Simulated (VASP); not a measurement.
# BaZrO3: the relaxed cell at several levels, part 3 of 3

Aim: relax BaZrO3 at several levels and hold each cell against experiment. The start is a cell from a database of measured crystal structures.

VASP 6.6.1, plane waves and PAW; the level of theory is named at each step.

So far. Step 3 (Relaxation with LDA): It ends at 14.41 Å³/atom, -2.2 % from the start, with -0.03 GPa left. The conventional cell has a = 4.161 Å. Step 4 (Relaxation with r2SCAN): It ends at 14.96 Å³/atom, +1.6 % from the start, with 0.00 GPa left. The conventional cell has a = 4.213 Å.

### 5. Relaxation with PBE + D3(BJ)

This step: PBE with D3(BJ); plane waves and PAW (Ba_sv, Zr_sv, O) (VASP 6.6.1).

A dispersion term adds the long-range attraction that semilocal functionals lack. D3 with Becke-Johnson damping keeps a finite attraction at short range.

Contents of INCAR:

```
SYSTEM = BaZrO3
PREC = Accurate
ENCUT = 560
EDIFF = 1E-06
NELM = 100
ISMEAR = -1
SIGMA = 0.05
LREAL = .FALSE.
ALGO = Normal
GGA = PE
IVDW = 12
NBANDS = 26
LASPH = .TRUE.
LORBIT = 11
LWAVE = .FALSE.
LCHARG = .FALSE.
KPAR = 2
IBRION = 2
NSW = 60
ISIF = 3
EDIFFG = -0.01
```

Contents of POSCAR:

```
BaZrO3
1.0
    4.1913400000      0.0000000000      0.0000000000
    0.0000000000      4.1913400000      0.0000000000
    0.0000000000      0.0000000000      4.1913400000
Ba Zr O
1 1 3
Direct
    0.0000000000      0.0000000000      0.0000000000
    0.5000000000      0.5000000000      0.5000000000
    0.0000000000      0.5000000000      0.5000000000
    0.5000000000      0.0000000000      0.5000000000
    0.5000000000      0.5000000000      0.0000000000
```

Contents of KPOINTS:

```
Automatic mesh
0
Gamma
5 5 5
0 0 0
```

PAW data sets: Ba_sv, Zr_sv and O (PBE family, release 64).

Command:

```sh
$ mpirun -np 2 vasp_std
```

What it wrote:

```text
[... set-up lines as in an earlier step ...]
 entering main loop
       N       E                     dE             d eps       ncg     rms          rms(c)
[... 14 cycles as in an earlier step ...]
   1 F= -.42916499E+02 E0= -.42916499E+02  d E =-.429165E+02
[...]
N       E                     dE             d eps       ncg     rms          rms(c)
DAV:   1    -0.419415665980E+02   -0.25423E+00   -0.68155E+00   554   0.209E+01    0.481E+00
DAV:   2    -0.417630753183E+02    0.17849E+00   -0.82807E-01   588   0.561E+00    0.181E+00
DAV:   3    -0.417243589649E+02    0.38716E-01   -0.10861E-01   672   0.243E+00    0.484E-01
DAV:   4    -0.417213817670E+02    0.29772E-02   -0.39936E-02   788   0.101E+00    0.372E-01
DAV:   5    -0.417224728574E+02   -0.10911E-02   -0.14826E-03   720   0.229E-01    0.206E-01
DAV:   6    -0.417233784368E+02   -0.90558E-03   -0.24467E-03   814   0.254E-01    0.326E-02
DAV:   7    -0.417234018482E+02   -0.23411E-04   -0.14980E-04   670   0.695E-02    0.241E-02
DAV:   8    -0.417234061833E+02   -0.43350E-05   -0.43014E-05   654   0.445E-02    0.627E-03
[...]
2 F= -.42914935E+02 E0= -.42914935E+02  d E =0.156379E-02
 trial-energy change:    0.001564  1 .order    0.001235   -0.032426    0.034896
 step:   0.4743(harm=  0.4817)  dis= 0.00000  next Energy=   -42.924154 (dE=-0.766E-02)
[...]
N       E                     dE             d eps       ncg     rms          rms(c)
DAV:   1    -0.417744188904E+02   -0.51013E-01   -0.19005E+00   554   0.110E+01    0.257E+00
DAV:   2    -0.417233600748E+02    0.51059E-01   -0.22612E-01   572   0.295E+00    0.941E-01
DAV:   3    -0.417130712981E+02    0.10289E-01   -0.30034E-02   710   0.130E+00    0.239E-01
DAV:   4    -0.417123774487E+02    0.69385E-03   -0.88845E-03   834   0.474E-01    0.199E-01
DAV:   5    -0.417127262491E+02   -0.34880E-03   -0.40184E-04   786   0.113E-01    0.997E-02
DAV:   6    -0.417129801554E+02   -0.25391E-03   -0.54574E-04   802   0.115E-01    0.192E-02
DAV:   7    -0.417129971063E+02   -0.16951E-04   -0.34143E-05   698   0.343E-02    0.926E-03
DAV:   8    -0.417130015520E+02   -0.44457E-05   -0.93646E-06   600   0.191E-02    0.243E-03
DAV:   9    -0.417130015543E+02   -0.23351E-08   -0.52485E-07   294   0.473E-03
   3 F= -.42924093E+02 E0= -.42924093E+02  d E =-.759389E-02
[...]
reached required accuracy - stopping structural energy minimisation
```

It took 23 s on 2 MPI ranks of Intel Xeon Platinum 8488C (Sapphire Rapids), shared host; peak memory 0.4 GiB; 44 s of CPU time.

OUTCAR, selected parts (step 5):

```text
 Edisp (eV)   -1.19153

 Edisp (eV)   -1.21109

  Total       0.00012     0.00012     0.00012     0.00000     0.00000    -0.00000
  in kB       0.00248     0.00248     0.00248     0.00000     0.00000    -0.00000
  external pressure =        0.00 kB  Pullay stress =        0.00 kB

 POSITION                                       TOTAL-FORCE (eV/Angst)
 -----------------------------------------------------------------------------------
      0.00000      0.00000      0.00000        -0.000000     -0.000000      0.000000
      2.10582      2.10582      2.10582         0.000000      0.000000      0.000000
      0.00000      2.10582      2.10582         0.000000      0.000000      0.000000
      2.10582      0.00000      2.10582         0.000000      0.000000      0.000000
      2.10582      2.10582     -0.00000        -0.000000     -0.000000      0.000000
 -----------------------------------------------------------------------------------
    total drift:                                0.000000     -0.000000     -0.000000

  FREE ENERGIE OF THE ION-ELECTRON SYSTEM (eV)
  ---------------------------------------------------
  free  energy   TOTEN  =       -42.9240928426 eV

  energy  without entropy=      -42.9240928425  energy(sigma->0) =      -42.92409284

[... 2 parts as in an earlier step ...]

[... 2 further parts left out ...]
[key lines of the parts left out:]
E-fermi :   4.8536
```

The steps of the relaxation:

```tsv
step	energy less that of the first step (eV)	largest force (eV/Å)	pressure (GPa)	volume (Å³)
1	0.0000	0.0000	2.30	73.63
2	0.0016	0.0000	-2.40	75.91
3	-0.0076	0.0000	0.00	74.71
```

```tsv
conventional cell, symmetrised	before	after	change
a (Å)	4.191	4.212	+0.5 %
b (Å)	4.191	4.212	+0.5 %
c (Å)	4.191	4.212	+0.5 %
volume (Å³/atom)	14.73	14.94	+1.5 %
```

Final coordinates:

```xyz
5
Lattice="4.2116 0.0000 0.0000 0.0000 4.2116 0.0000 0.0000 0.0000 4.2116" Properties=species:S:1:pos:R:3 pbc="T T T"
Ba    0.0000    0.0000    0.0000
Zr    2.1058    2.1058    2.1058
O     0.0000    2.1058    2.1058
O     2.1058    0.0000    2.1058
O     2.1058    2.1058    0.0000
```

It ends at 14.94 Å³/atom, +1.5 % from the start, with 0.00 GPa left. The conventional cell has a = 4.212 Å. Against plain PBE, the dispersion term moves a by -0.6 %.

### 6. The cells as a table

This step: relaxed cells at several levels; plane waves and PAW (VASP 6.6.1).

No new run; the numbers come from the runs before.

Lengths are those of the conventional cell; cost is the wall time of each run, as given at its step, times its ranks, without the set-up around it. Results by level, by row:

```tsv
level	volume (Å³/atom)	change from the start (%)	a (Å)	cost (core minutes)
PBE	15.2	3.2	4.236	0.7
LDA	14.41	-2.2	4.161	0.513
r2SCAN	14.96	1.6	4.213	2.33
PBE + D3(BJ)	14.94	1.5	4.212	0.767
```

### 7. What came out

```yaml
volume_pbe: 15.20 Å³/atom
volume_lda: 14.41 Å³/atom
volume_r2scan: 14.96 Å³/atom
volume_pbe_d3_bj: 14.94 Å³/atom
```

For BaZrO3 the levels give volumes between 14.41 Å³/atom (LDA) and 15.20 Å³/atom (PBE), a spread of 5.5 %, while the cost of the finished runs spans a factor of 4.5. Within 1 % of experiment on every length: PBE, LDA, r2SCAN and PBE + D3(BJ). The nearest, PBE + D3(BJ), is among the cheap ones. Thermal and zero-point expansion, often some tenths of a per cent in length, bear on this order: with the measured lengths lowered by an assumed 0.4 % the nearest becomes LDA. The costs hold the number of ionic steps as well as the price of the functional. Adding D3(BJ) to PBE changes the volume by -1.7 % (a by -0.6 %). Within 0.02 Å all end in space group Pm-3m; the runs can't lower the symmetry of the start. Each is a single relaxation on the plane waves of the start cell, so larger changes of volume carry a basis-set error that was not tested here.

Comparison with the measured values:

| quantity | measured | PBE | LDA | r2SCAN | PBE + D3(BJ) |
| --- | --- | --- | --- | --- | --- |
| lattice constant a (Å) | 4.1947 | 4.236 (+1.0 %) | 4.161 (-0.8 %) | 4.213 (+0.4 %) | 4.212 (+0.4 %) |

Measured values from pmc:9457899 (2022).

**Verdict.** For the lattice constant a, of the levels listed nearest comes PBE + D3(BJ) (+0.4 %, good agreement) and farthest PBE (+1.0 %, fair agreement). The grades are ours: good and fair within 0.7 and 1.5 % for the lattice constant a. Zero-point motion and thermal expansion are not in the computed lattice constants.

[Lines on the potential files, build, host, timing and source positions are cut from VASP's logs without a mark.]

[Logs are printed without paths, hosts, clocks, repeated set-up lines and the standing remarks that a program may print on its own settings, such as how far it seeks lower states.]

[Hosts, paths, dates, database ids (printed as entryN), source tags and the programs' standing remarks are cut or masked in the printed files.]

[A measured line is paired with the nearest computed mode of its activity, which favours agreement.]
